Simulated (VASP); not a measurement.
The system is CsLi2.

```
Cs Li
1.0
     3.96633    0.00000    0.00000
    -1.98317    3.43495    0.00000
     0.00000    0.00000   10.02838
Cs Li
1 2
Direct
  0.00000 0.00000 0.00000
  0.33333 0.66667 0.34863
  0.33333 0.66667 0.65137
```

The cell was built by a generator and needn't be a form met in nature.

| Quantity | Value |
| --- | --- |
| Program | VASP 6.6.1 |
| Task | relaxation of cell and atoms |
| Functional | rev-vdW-DF2 |
| Potentials or basis | VASP PAW PBE potentials, release 64 (Cs_sv, Li_sv) |
| Cutoff | 600 eV |
| k mesh | 8 × 8 × 3 |
| Occupations | fermi-dirac, width 0.05 eV |
| Spin | no spin polarisation |

At the start: pressure -0.3 GPa; volume 45.54 Å³/atom.

Where does the relaxation end?

Over 8 steps the energy falls by 2.5 meV/atom and the volume is 42.51 Å³/atom (-6.7 %); space group P-6m2 (No. 187, to 0.05 Å).

Step by step:
```csv
step,energy change (eV),largest force (eV/Å),pressure (GPa),volume (Å³)
1,0.0000,0.0108,-0.25,136.63
2,-0.0021,0.0097,-0.22,135.21
3,-0.0061,0.0049,-0.09,131.03
4,-0.0022,0.0112,0.24,122.93
5,-0.0068,0.0015,-0.02,128.88
6,-0.0068,0.0011,-0.01,128.68
7,-0.0072,0.0006,-0.01,128.28
8,-0.0075,0.0005,0.01,127.52
```

Final structure:
```xyz
3
Lattice="3.8645 -0.0001 0.0000 -1.9323 3.3468 0.0000 0.0000 0.0000 9.8595" Properties=species:S:1:pos:R:3 pbc="T T T"
Cs    3.8645   -0.0001    0.0000
Li   -0.0001    2.2312    3.4338
Li   -0.0001    2.2312    6.4257
```

Caveat: the cutoff is under 1.25 times the usual one of these potentials, so pressure, stress and relaxed cells hold a basis-set (Pulay) error; the PAW data sets were made with another functional, which shifts forces and pressure a little.
